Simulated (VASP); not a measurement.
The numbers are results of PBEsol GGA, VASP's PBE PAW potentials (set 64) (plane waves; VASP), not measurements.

VASP ran on this input.

File POSCAR:
```
NbSi
1
    4.3706263585     0.0000000000     0.0000000000
   -2.1853131793     3.7850738017    -0.0000000000
    0.0000000000    -0.0000000000     4.9435777493
Nb Si
2 2
Direct
  0.3333330000   0.6666670000   0.9373844686
  0.6666670000   0.3333330000   0.4373844686
  0.3333330000   0.6666670000   0.4376155314
  0.6666670000   0.3333330000   0.9376155314
```

### KPOINTS
```
Automatic mesh
0
Gamma
7 7 6
0 0 0
```

**INCAR**
```
LASPH = .TRUE.   ! aspherical one-centre terms
EDIFFG = -0.02   ! ionic stop
ISMEAR = 1   ! Methfessel-Paxton
PREC = Accurate
ENCUT = 400   ! plane-wave cut-off (eV)
SIGMA = 0.1   ! width (eV)
IBRION = 2
LCHARG = .FALSE.
ISIF = 3   ! ions, shape and volume
LMAXMIX = 4   ! l cut-off of mixed one-centre charges
NSW = 60   ! most ionic steps
ALGO = Normal   ! blocked Davidson
LREAL = .FALSE.
NELM = 100
LWAVE = .FALSE.
GGA = PS   ! PBEsol
EDIFF = 1E-6
SYSTEM = NbSi
```

POTCAR, in this order: Nb_sv Si (PBE.64 set). Program: vasp_std.

Question: What does the run give for the energy per atom (σ→0), volume per atom, band gap (on the k-mesh)?

Answer: 
```yaml
energy per atom (σ→0): -8.233 eV/atom
band gap (on the k-mesh): none (metal, semimetal or under 0.01 eV)
volume_per_atom: 20.39 Å^3/atom
```

OSZICAR:
```
...
DAV:   2    -0.329336810394E+02    0.21020E-02   -0.91883E-03  1875   0.893E-01    0.128E-01
DAV:   3    -0.329332902771E+02    0.39076E-03   -0.15462E-03  2275   0.318E-01    0.579E-02
DAV:   4    -0.329332858646E+02    0.44125E-05   -0.48148E-04  2234   0.117E-01    0.190E-02
DAV:   5    -0.329332874069E+02   -0.15423E-05   -0.92943E-05  2657   0.703E-02    0.252E-02
DAV:   6    -0.329332936191E+02   -0.62122E-05   -0.25327E-05  1705   0.460E-02    0.134E-02
DAV:   7    -0.329332930288E+02    0.59024E-06   -0.18734E-05  2265   0.267E-02    0.307E-03
DAV:   8    -0.329332928531E+02    0.17570E-06   -0.30008E-07   935   0.436E-03
   3 F= -.32933293E+02 E0= -.32933845E+02  d E =-.400262E-03
```

The structure was generated: NbSi was put into the wurtzite type (P6_3mc), which need not be its known phase. This run relaxes it. It ends in space group P6_3/mmc. Symmetry was kept, so distortions that lower it aren't found. The start is the result of an earlier pass.
